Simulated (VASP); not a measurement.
An input for Ansatz (written as the equivalent of a VASP run, and not itself run):

Ansatz 0.2 input:
```yaml
crystal:
  lattice:
    - [4.4350168, 0.0000000, 0.0000000]
    - [-2.2175084, 3.8408376, 0.0000000]
    - [0.0000000, 0.0000000, 3.7874936]
  atoms:
    - { symbol: In, position: [1.0000000, 0.0000000, 0.0000000] }
    - { symbol: Bi, position: [0.6666670, 0.3333330, 0.5000000] }
kpoints:
  mp_grid: { grid: [9, 9, 9] }
hamiltonian:
  xc: r2scan
  pseudopotentials: { kind: paw }
scf:
  occupations: { method: methfessel_paxton, width: 0.1 }
  max_iter: 100
relax:
  max_steps: 60
  f_tol: 0.01
  cell: {}
output: { forces: true, stress: true, eigenvalues: true }
```

Problem. Write the VASP files for the same calculation (r2SCAN).

Solution. One answer among several that fit: 
### INCAR
```
# general
SYSTEM   =  InBi
PREC     =  Accurate
ENCUT    =  400
LREAL    =  F
LASPH    =  T

# electronic loop
EDIFF    =  1E-6
NELM     =  100
ALGO     =  Normal
LMAXMIX  =  4
LMIXTAU  =  T

# smearing
ISMEAR   =  1
SIGMA    =  0.1

# functional
METAGGA  =  R2SCAN

# ions
IBRION   =  2
NSW      =  60
ISIF     =  3
EDIFFG   =  -0.01

# output
LWAVE    =  F
LCHARG   =  F
```

**KPOINTS**
```
Automatic
0
gamma
9 9 9
0 0 0
```

POSCAR:
```
InBi
1.0
  4.4350167619   0.0000000000   0.0000000000
 -2.2175083810   3.8408375927   0.0000000000
  0.0000000000   0.0000000000   3.7874935579
In Bi
1 1
direct
  1.0000000000   0.0000000000   0.0000000000
  0.6666670000   0.3333330000   0.5000000000
```

POTCAR, in this order: In_d Bi_d (PBE.64 set). Program: vasp_std.

The two are equivalent in intent, not identical: each code has its own PAW files, so the cut-off isn't converted (ENCUT is set for VASP's; basis.ecutwfc is left out, and Ansatz then takes the one that its files recommend); Ansatz stops its SCF on the density residual and VASP on the energy change (EDIFF).

The structure was generated: InBi was put into the WC type (P-6m2), which need not be its known phase. This run relaxes it. Symmetry was kept, so distortions that lower it aren't found. The start is the result of an earlier pass.
